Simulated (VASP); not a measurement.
**Li2ZnCl4 (Fd-3m): formation energy of the defect Zn_Li**

Wanted: what the defect Zn_Li costs in Li2ZnCl4 (Fd-3m) and how the lattice relaxes round it. The start is a computed cell from the Materials Project.

Calculated with VASP 6.6.1; PBEsol; plane waves and PAW (Li, Zn, Cl), in the first sound run; inputs show where later runs differ.

### Step 1. The host crystal

Symmetry: Fd-3m, No. 227, cubic system. Conventional cell: a = 10.285 Å, b = 10.285 Å, c = 10.285 Å, α = 90.00°, β = 90.00°, γ = 90.00°. Li has 6 Cl at 2.54 Å nearest. Nearest to Zn lie 4 Cl at 2.29 Å. Nearest to Cl lie 1 Zn at 2.29 Å and 3 Li at 2.54 Å. Farther neighbours and most contacts between anions are not listed.

Structure file:

```cif
data_structure
_symmetry_space_group_name_H-M 'Fd-3m:1'
_symmetry_Int_Tables_number 227
_cell_length_a 10.2849
_cell_length_b 10.2849
_cell_length_c 10.2849
_cell_angle_alpha 90.000
_cell_angle_beta 90.000
_cell_angle_gamma 90.000
_cell_volume 1087.93
loop_
_atom_site_label
_atom_site_type_symbol
_atom_site_symmetry_multiplicity
_atom_site_Wyckoff_symbol
_atom_site_fract_x
_atom_site_fract_y
_atom_site_fract_z
_atom_site_occupancy
Li1 Li 16 c 0.87500 0.87500 0.12500 1
Zn1 Zn 8 b 0.00000 0.00000 0.50000 1
Cl1 Cl 32 e 0.87828 0.12172 0.12172 1
```

### Step 2. Relaxing the host crystal

First cell and atoms are relaxed at a raised cutoff, so that later runs start from this functional's own cell.

The input, INCAR:

```
SYSTEM = Li2ZnCl4
PREC = Normal
ENCUT = 360
EDIFF = 1E-05
NELM = 120
ISMEAR = 0
SIGMA = 0.05
LREAL = Auto
ALGO = Fast
GGA = PS
NBANDS = 56
LORBIT = 11
LWAVE = .FALSE.
LCHARG = .FALSE.
KPAR = 2
NCORE = 2
IBRION = 2
NSW = 40
ISIF = 3
EDIFFG = -0.03
POTIM = 0.4
```

The input, POSCAR:

```
Li2ZnCl4
1.0
    0.0000000000      5.1424602000      5.1424602000
    5.1424602000      0.0000000000      5.1424602000
    5.1424602000      5.1424602000      0.0000000000
Li Zn Cl
4 2 8
Direct
    0.6250000000      0.6250000000      0.1250000000
    0.6250000000      0.1250000000      0.6250000000
    0.6250000000      0.6250000000      0.6250000000
    0.1250000000      0.6250000000      0.6250000000
    0.0000000000      0.0000000000      0.0000000000
    0.2500000000      0.2500000000      0.2500000000
    0.8651734600      0.3782755100      0.3782755100
    0.8717244900      0.8717244900      0.8717244900
    0.3782755100      0.3782755100      0.3782755100
    0.3848265400      0.8717244900      0.8717244900
    0.8717244900      0.3848265400      0.8717244900
    0.8717244900      0.8717244900      0.3848265400
    0.3782755100      0.8651734600      0.3782755100
    0.3782755100      0.3782755100      0.8651734600
```

The input, KPOINTS:

```
Automatic mesh
0
Gamma
3 3 3
0 0 0
```

Potentials, in the order of the species: Li, Zn and Cl (PBE family, release 64).

Started as:

```sh
mpirun -np 4 vasp_std
```

What it wrote:

```text
[banner, memory and clock lines left out]
running    4 mpi-ranks, on    1 nodes
 distrk:  each k-point on    2 cores,    2 groups
 distr:  one band on    2 cores,    1 groups

 POSCAR found type information on POSCAR LiZnCl
 POSCAR found :  3 types and      14 ions
|                                                                             |
|               ----> ADVICE to this user running VASP <----                  |
|                                                                             |
|     You enforced a specific xc type in the INCAR file but a different       |
|     [... a line on the potential file left out ...]
|     I HOPE YOU KNOW WHAT YOU ARE DOING!                                     |
|                                                                             |

 LDA part: xc-table for (Slater+PW92), standard interpolation
 POSCAR, INCAR and KPOINTS ok, starting setup
 FFT: planning ... GRIDC
 FFT: planning ... GRID_SOFT
 FFT: planning ... GRID
 WAVECAR not read
 entering main loop
       N       E                     dE             d eps       ncg     rms          rms(c)
DAV:   1     0.589503879707E+03    0.58950E+03   -0.29591E+04   448   0.110E+03
DAV:   2     0.269745345229E+02   -0.56253E+03   -0.53705E+03   512   0.277E+02
DAV:   3    -0.484471509345E+02   -0.75422E+02   -0.74947E+02   496   0.115E+02
DAV:   4    -0.506008475805E+02   -0.21537E+01   -0.21462E+01   560   0.234E+01
DAV:   5    -0.506493858390E+02   -0.48538E-01   -0.48506E-01   544   0.350E+00    0.986E+00
RMM:   6    -0.485041166940E+02    0.21453E+01   -0.49254E+00   448   0.941E+00    0.870E+00
RMM:   7    -0.483128672004E+02    0.19125E+00   -0.25993E+00   448   0.627E+00    0.349E+00
RMM:   8    -0.483495023586E+02   -0.36635E-01   -0.56247E-01   474   0.314E+00    0.240E+00
RMM:   9    -0.483469180576E+02    0.25843E-02   -0.18421E-01   448   0.247E+00    0.697E-01
RMM:  10    -0.483399272761E+02    0.69908E-02   -0.42378E-02   448   0.111E+00    0.149E-01
RMM:  11    -0.483412987192E+02   -0.13714E-02   -0.15189E-02   474   0.439E-01    0.138E-01
RMM:  12    -0.483418970658E+02   -0.59835E-03   -0.40582E-03   448   0.262E-01    0.117E-01
RMM:  13    -0.483414936736E+02    0.40339E-03   -0.10593E-03   448   0.160E-01    0.341E-02
RMM:  14    -0.483414965034E+02   -0.28298E-05   -0.50301E-04   453   0.920E-02    0.355E-02
RMM:  15    -0.483415024626E+02   -0.59593E-05   -0.17758E-04   416   0.681E-02    0.112E-02
RMM:  16    -0.483415094558E+02   -0.69931E-05   -0.72236E-05   395   0.323E-02
   1 F= -.48341509E+02 E0= -.48341509E+02  d E =-.483415E+02
 curvature:   0.00 expect dE= 0.000E+00 dE for cont linesearch  0.000E+00
 trial: gam= 0.00000 g(F)=  0.412E-03 g(S)=  0.763E-02 ort = 0.000E+00 (trialstep = 0.100E+01)
 search vector abs. value=  0.804E-02
 bond charge predicted
       N       E                     dE             d eps       ncg     rms          rms(c)
DAV:   1    -0.483882108515E+02   -0.46708E-01   -0.70974E-01   616   0.698E+00    0.138E+00
RMM:   2    -0.483510295167E+02    0.37181E-01   -0.11589E-01   448   0.191E+00    0.591E-01
RMM:   3    -0.483469807620E+02    0.40488E-02   -0.34703E-02   448   0.673E-01    0.232E-01
RMM:   4    -0.483470032416E+02   -0.22480E-04   -0.63982E-03   448   0.401E-01    0.218E-01
RMM:   5    -0.483468061125E+02    0.19713E-03   -0.99173E-04   448   0.195E-01    0.596E-02
RMM:   6    -0.483468038642E+02    0.22483E-05   -0.34698E-04   462   0.878E-02    0.148E-02
RMM:   7    -0.483468044909E+02   -0.62678E-06   -0.11066E-04   443   0.485E-02    0.184E-02
RMM:   8    -0.483468057976E+02   -0.13067E-05   -0.30294E-05   319   0.285E-02
   2 F= -.48346806E+02 E0= -.48346806E+02  d E =-.529634E-02
 trial-energy change:   -0.005296  1 .order   -0.005102   -0.008043   -0.002161
 step:   1.2925(harm=  1.3674)  dis= 0.00105  next Energy=   -48.347127 (dE=-0.562E-02)
 reached required accuracy - stopping structural energy minimisation
```

Run time: 23 s. Hardware: 4 MPI ranks of AMD EPYC 7R43, shared host; peak memory 0.64 GiB; 89 s of CPU time.

Lines that name or quote the potential files are left out of all logs, and their timing lines are given in words.

OUTCAR, selected parts (step 2):

```text
ion  position               nearest neighbor table
   1  0.625  0.625  0.125-   7 2.54  10 2.54  11 2.54  13 2.54   9 2.54   8 2.54
   2  0.625  0.125  0.625-   7 2.54  10 2.54  12 2.54  14 2.54   9 2.54   8 2.54
   3  0.625  0.625  0.625-   7 2.54  10 2.54  11 2.54  12 2.54  13 2.54  14 2.54
   4  0.125  0.625  0.625-  11 2.54  12 2.54  13 2.54  14 2.54   8 2.54   9 2.54
   5  0.000  0.000  0.000-   8 2.29  10 2.29  11 2.29  12 2.29
   6  0.250  0.250  0.250-   9 2.29   7 2.29  13 2.29  14 2.29
   7  0.865  0.378  0.378-   6 2.29   2 2.54   1 2.54   3 2.54
   8  0.872  0.872  0.872-   5 2.29   2 2.54   4 2.54   1 2.54
   9  0.378  0.378  0.378-   6 2.29   2 2.54   4 2.54   1 2.54
  10  0.385  0.872  0.872-   5 2.29   2 2.54   1 2.54   3 2.54
  11  0.872  0.385  0.872-   5 2.29   4 2.54   1 2.54   3 2.54
  12  0.872  0.872  0.385-   5 2.29   4 2.54   2 2.54   3 2.54
  13  0.378  0.865  0.378-   6 2.29   4 2.54   1 2.54   3 2.54
  14  0.378  0.378  0.865-   6 2.29   4 2.54   2 2.54   3 2.54

  LATTYP: Found a face centered cubic cell.
 ALAT       =    10.2849204000

 Subroutine GETGRP returns: Found 48 space group operations
 (whereof 24 operations were pure point group operations)

The static configuration has the point symmetry T_d .
 The point group associated with its full space group is O_h .

 Found      4 irreducible k-points:

   k-points           NKPTS =      4   k-points in BZ     NKDIM =      4   number of bands    NBANDS=     56

   dimension x,y,z NGX =    36 NGY =   36 NGZ =   36
   dimension x,y,z NGXF=    72 NGYF=   72 NGZF=   72

   ENCUT  =  360.0 eV  26.46 Ry    5.14 a.u.  11.25 11.25 11.25*2*pi/ulx,y,z

   NELECT =      84.0000    total number of electrons

 k-points in reciprocal lattice and weights: Automatic mesh
   0.00000000  0.00000000  0.00000000       0.037
   0.33333333  0.00000000  0.00000000       0.296
   0.33333333  0.33333333  0.00000000       0.222
  -0.33333333  0.33333333  0.00000000       0.444

 average (electrostatic) potential at core
       1 -27.3138       2 -27.3138       3 -27.3138       4 -27.3138       5 -36.8046
       6 -36.8046       7 -93.5063       8 -93.5063       9 -93.5063      10 -93.5063
      11 -93.5063      12 -93.5063      13 -93.5063      14 -93.5063

 E-fermi :   0.3768

 k-point     1 :       0.0000    0.0000    0.0000
  band No.  band energies     occupation
    ...
     38      -0.0739      2.00000
     39      -0.0739      2.00000
     40       0.1420      2.00000
     41       0.1420      2.00000
     42       0.1420      2.00000
     43       4.3292      0.00000
     44       4.4577      0.00000
     45       6.7648      0.00000
     46       6.7648      0.00000
     47       6.7649      0.00000
    ...

 k-point     2 :       0.3333    0.0000    0.0000
  band No.  band energies     occupation
    ...
     38      -0.3106      2.00000
     39      -0.1232      2.00000
     40      -0.1232      2.00000
     41       0.0670      2.00000
     42       0.0671      2.00000
     43       5.0885      0.00000
     44       5.2190      0.00000
     45       7.1379      0.00000
     46       7.1380      0.00000
     47       7.2280      0.00000
    ...

 k-point     3 :       0.3333    0.3333    0.0000
  band No.  band energies     occupation
    ...
     38      -0.3728      2.00000
     39      -0.1695      2.00000
     40      -0.1695      2.00000
     41      -0.1114      2.00000
     42      -0.0761      2.00000
     43       5.5124      0.00000
     44       5.6237      0.00000
     45       7.1485      0.00000
     46       7.5836      0.00000
     47       7.5836      0.00000
    ...

  Total       -0.2913658     -0.2913658     -0.2913658     -0.0000000      0.0000000     -0.0000000
  in kB       -1.7300593     -1.7300593     -1.7300593     -0.0000000      0.0000000     -0.0000000
  external PRESSURE =      -1.7300593 kB  Pullay stress =       0.0000000 kB

  energy-cutoff  :      360.00
  volume of cell :      269.83
      direct lattice vectors                 reciprocal lattice vectors
     0.000000000  5.128842515  5.128842515    -0.097487883  0.097487883  0.097487883
     5.128842515 -0.000000000  5.128842515     0.097487883 -0.097487883  0.097487883
     5.128842515  5.128842515  0.000000000     0.097487883  0.097487883 -0.097487883

 POSITION                                       TOTAL-FORCE (eV/Angst)
 -----------------------------------------------------------------------------------
      3.84663      3.84663      6.41105         0.000000      0.000000      0.000000
      3.84663      6.41105      3.84663         0.000000      0.000000      0.000000
      6.41105      6.41105      6.41105         0.000000      0.000000      0.000000
      6.41105      3.84663      3.84663         0.000000      0.000000      0.000000
     10.25769     10.25769     10.25769         0.000000      0.000000      0.000000
      2.56442      2.56442      2.56442         0.000000      0.000000      0.000000
      3.87942      6.37827      6.37827         0.007860     -0.007860     -0.007860
      8.94269      8.94269      8.94269        -0.007860     -0.007860     -0.007860
      3.87942      3.87942      3.87942         0.007860      0.007860      0.007860
      8.94269      6.44384      6.44384        -0.007860      0.007860      0.007860
      6.44384      8.94269      6.44384         0.007860     -0.007860      0.007860
      6.44384      6.44384      8.94269         0.007860      0.007860     -0.007860
      6.37827      3.87942      6.37827        -0.007860      0.007860     -0.007860
      6.37827      6.37827      3.87942        -0.007860     -0.007860      0.007860
 -----------------------------------------------------------------------------------
    total drift:                                0.000000      0.000000     -0.000000

  FREE ENERGIE OF THE ION-ELECTRON SYSTEM (eV)
  ---------------------------------------------------
  free  energy   TOTEN  =       -48.3468057976 eV

  energy  without entropy=      -48.3468057976  energy(sigma->0) =      -48.34680580

 reached required accuracy - stopping structural energy minimisation

 total charge
# of ion       s       p       d       tot
------------------------------------------
    1        0.065   0.122   0.000   0.186
    2        0.065   0.122   0.000   0.186
    3        0.065   0.122   0.000   0.186
    4        0.065   0.122   0.000   0.186
    5        0.464   0.436   9.840  10.741
    6        0.464   0.436   9.840  10.741
    7        1.580   3.540   0.000   5.120
    8        1.580   3.540   0.000   5.120
    9        1.580   3.540   0.000   5.120
   10        1.580   3.540   0.000   5.120
   11        1.580   3.540   0.000   5.120
   12        1.580   3.540   0.000   5.120
   13        1.580   3.540   0.000   5.120
   14        1.580   3.540   0.000   5.120
--------------------------------------------------
tot         13.831  29.676  19.681  63.188

[... 1 further part left out ...]
```

CONTCAR:

```
Li2ZnCl4
   1.00000000000000
     0.0000000000000000    5.1288425151268067    5.1288425151268067
     5.1288425151268067   -0.0000000000000000    5.1288425151268067
     5.1288425151268067    5.1288425151268067    0.0000000000000000
  Li              Zn              Cl
     4     2     8
Direct
     0.6250000000000000    0.6250000000000000    0.1250000000000000
     0.6250000000000000    0.1250000000000000    0.6250000000000000
     0.6250000000000000    0.6250000000000000    0.6250000000000000
     0.1250000000000000    0.6250000000000000    0.6250000000000000
     1.0000000000000000    1.0000000000000000    1.0000000000000000
     0.2500000000000000    0.2500000000000000    0.2500000000000000
     0.8654108176665621    0.3781963907778148    0.3781963907778148
     0.8718036092221852    0.8718036092221852    0.8718036092221852
     0.3781963907778148    0.3781963907778148    0.3781963907778148
     0.3845891823334379    0.8718036092221852    0.8718036092221852
     0.8718036092221852    0.3845891823334379    0.8718036092221852
     0.8718036092221852    0.8718036092221852    0.3845891823334379
     0.3781963907778148    0.8654108176665621    0.3781963907778148
     0.3781963907778148    0.3781963907778148    0.8654108176665621
```

The gap is read on the k-mesh alone, so it is an upper bound where the band edges lie off the mesh. The PAW data sets were made with PBE, which is usual practice but a small mismatch for other functionals. The run keeps the 48 symmetry operations of its start, so it cannot find a distortion of lower symmetry.

The steps of the relaxation:

```tsv
step	energy less that of the first step (eV)	largest force (eV/Å)	pressure (GPa)	volume (Å³)
1	0.0000	0.0365	-0.57	271.98
2	-0.0053	0.0136	-0.17	269.83
```

```tsv
conventional cell, symmetrised	before	after	change
a (Å)	10.285	10.258	-0.3 %
b (Å)	10.285	10.258	-0.3 %
c (Å)	10.285	10.258	-0.3 %
volume (Å³/atom)	19.43	19.27	-0.8 %
```

The relaxed structure:

```cif
data_structure
_symmetry_space_group_name_H-M 'P 1'
_symmetry_Int_Tables_number 1
_cell_length_a 7.2533
_cell_length_b 7.2533
_cell_length_c 7.2533
_cell_angle_alpha 60.000
_cell_angle_beta 60.000
_cell_angle_gamma 60.000
_cell_volume 269.83
loop_
_atom_site_label
_atom_site_type_symbol
_atom_site_fract_x
_atom_site_fract_y
_atom_site_fract_z
_atom_site_occupancy
Li1 Li 0.62500 0.62500 0.12500 1
Li2 Li 0.62500 0.12500 0.62500 1
Li3 Li 0.62500 0.62500 0.62500 1
Li4 Li 0.12500 0.62500 0.62500 1
Zn5 Zn 0.00000 0.00000 0.00000 1
Zn6 Zn 0.25000 0.25000 0.25000 1
Cl7 Cl 0.86541 0.37820 0.37820 1
Cl8 Cl 0.87180 0.87180 0.87180 1
Cl9 Cl 0.37820 0.37820 0.37820 1
Cl10 Cl 0.38459 0.87180 0.87180 1
Cl11 Cl 0.87180 0.38459 0.87180 1
Cl12 Cl 0.87180 0.87180 0.38459 1
Cl13 Cl 0.37820 0.86541 0.37820 1
Cl14 Cl 0.37820 0.37820 0.86541 1
```

A gap read on the k-mesh alone can miss the band edges.

This step gave:

```
electronic cycles                               : 24
electrons                                       : 84
free energy (TOTEN)                             : -48.35 eV
Fermi energy                                    : 0.3768 eV
labelled metallic, from the levels on this mesh : no
gap on the k-mesh                               : 4.187 eV
least direct gap on the k-mesh                  : 4.187 eV
```

The run ended after 2 ionic steps, 0.005 eV below its first step, once forces and stress met EDIFFG = -0.03.

[end of part 1 of 9]

[Lines on the potential files, build, host, timing and source positions are cut from VASP's logs without a mark.]

[Logs are printed without paths, hosts, clocks, repeated set-up lines and the standing remarks that a program may print on its own settings, such as how far it seeks lower states.]

[Hosts, paths, dates, database ids (printed as entryN), source tags and the programs' standing remarks are cut or masked in the printed files.]

[In band tables of VASP the shares of atoms and orbitals are scaled to a sum of 1 inside the atoms' spheres.]

[Runs that stopped without an error message from VASP are left out.]
